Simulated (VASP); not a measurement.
Write the native input for VASP 6.6.1 that does the following.

```
Task                   : single point
Functional             : PBE
Dispersion             : D3(BJ)
Potentials or basis    : VASP PAW PBE potentials, release 64 (O, C, S)
Cutoff                 : 520 eV
k mesh                 : 1 × 1 × 1
Occupations            : fermi-dirac, width 0.02 eV
Spin                   : no spin polarisation
Dipole correction      : no
Further INCAR settings : LREAL = Auto; ALGO = Fast; EDIFF = 1e-07; NBANDS = 63
```

The structure of CSO lies in POSCAR:

```
CSO
1.0
    8.1822740000      0.0000000000      0.0000000000
    0.0000000000      8.1822740000      0.0000000000
    0.0000000000      0.0000000000      8.1822740000
O C S
6 6 6
Direct
    0.5920725705      0.6041352318      0.4539813749
    0.7525902946      0.2007999243      0.6286394222
    0.2847496918      0.3411154405      0.0854774602
    0.3001366124      0.2400432936      0.6423397701
    0.4545069011      1.0861283795      0.2771356716
    0.9872927746      0.4623286876     -0.0583823030
    0.5407054323      0.7047429602      0.5515581610
    0.7966367296      0.0953035794      0.5485638833
    0.2240452960      0.4070506561      0.1966690433
    0.2260251857      0.1482350750      0.7305426340
    0.5636086007      1.1337068399      0.2016554322
    0.9165422717      0.5843607779     -0.0831187027
    0.5151624108      0.8618264311      0.6555879209
    0.9030252470     -0.0049008381      0.4292205321
    0.1249163741      0.4764812325      0.3385366953
    0.1431142492      0.0272540372      0.8519880904
    0.7128947283      1.1682571373      0.0885939532
    0.8119747640      0.7421897629     -0.1113504632
```

The cell was built by a generator and needn't be a form met in nature.

These files were run (other wordings do the same):

INCAR

```
SYSTEM = CSO
PREC     = Accurate       ! precision mode
ENCUT    = 520            ! plane-wave cutoff, eV
EDIFF    = 1E-7           ! SCF threshold, eV
ISMEAR   = -1             ! smearing method
SIGMA    = 0.02           ! smearing width, eV
LREAL    = Auto         
LASPH    = .TRUE.         ! aspherical terms in the spheres
NELM     = 100            ! most SCF steps
ALGO     = Fast           ! electronic algorithm
ISIF     = 2              ! what is computed and relaxed
LWAVE    = .FALSE.        ! write WAVECAR
LCHARG   = .FALSE.        ! write CHGCAR
GGA      = PE             ! functional
IVDW     = 12             ! dispersion correction
NBANDS   = 63             ! bands
```

KPOINTS

```
regular mesh
0
G
  1 1 1
  0 0 0
```

Potentials or basis: VASP PAW PBE potentials, release 64 (O, C, S).

Command:

```sh
$ cat potpaw_PBE.64/O/POTCAR potpaw_PBE.64/C/POTCAR potpaw_PBE.64/S/POTCAR > POTCAR
$ mpirun -np 1 vasp_gam > vasp.out
```

It gave:

```json
{"Pressure": "0.6 GPa", "Largest force": "4.243 eV/Å", "Band gap on the k mesh": "3.95 eV, direct", "Dispersion energy per atom": "-0.072 eV"}
```

Caveat: the standard files for N, O and F lose accuracy on very short bonds.

Run time: 47 s on 1 thread of Intel(R) Xeon(R) Platinum 8488C (Sapphire Rapids), with other jobs on the host, peak memory 0.53 GiB.
